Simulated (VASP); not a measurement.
The system is Li2RuN2.

```xyz
5
Lattice="3.1642 0.0000 0.0000 -1.5821 2.7403 0.0000 0.0000 0.0000 5.2115" Properties=species:S:1:pos:R:3 pbc="T T T"
Ru    0.0000    0.0000    0.0000
N     0.0000    1.8269    1.1101
N     1.5821    0.9134    4.1014
Li    0.0000    1.8269    3.3344
Li    1.5821    0.9134    1.8771
```

The cell comes from a database or a generator and needn't be the stable form of this composition.

- Program: VASP 6.6.1
- Task: single point
- Functional: PBE
- Potentials or basis: VASP PAW PBE potentials, release 64 (Ru_pv, N, Li_sv)
- Cutoff: 520 eV
- k mesh: 10 × 10 × 5
- Occupations: fermi-dirac, width 0.05 eV
- Spin: no spin polarisation

On this cell: largest force 0.163 eV/Å; band gap on the k mesh none (metal or under the smearing width).

The same run follows on a disturbed copy (atoms moved at random, drawn with an rms of 0.05 Å):

```
Ru N Li
1.0
     3.16423    0.00000    0.00000
    -1.58212    2.74031    0.00000
     0.00000    0.00000    5.21145
Ru N Li
1 2 2
Direct
  0.99816 0.99147 0.00154
  0.32071 0.65812 0.21437
  0.64709 0.30356 0.79187
  0.34231 0.67370 0.64077
  0.67432 0.34285 0.35366
```

Task: What does the disturbed cell give?

Result: The energy (extrapolated to zero smearing) moves by +8.8 meV/atom; largest force 0.751 eV/Å; band gap on the k mesh none (metal or under the smearing width).

Forces in eV/Å, atoms in the order of the input:
```
Ru  -0.315 -0.206 -0.117
N    0.348  0.188 -0.127
N    0.226  0.710  0.091
Li  -0.094 -0.431 -0.014
Li  -0.165 -0.262  0.168
```
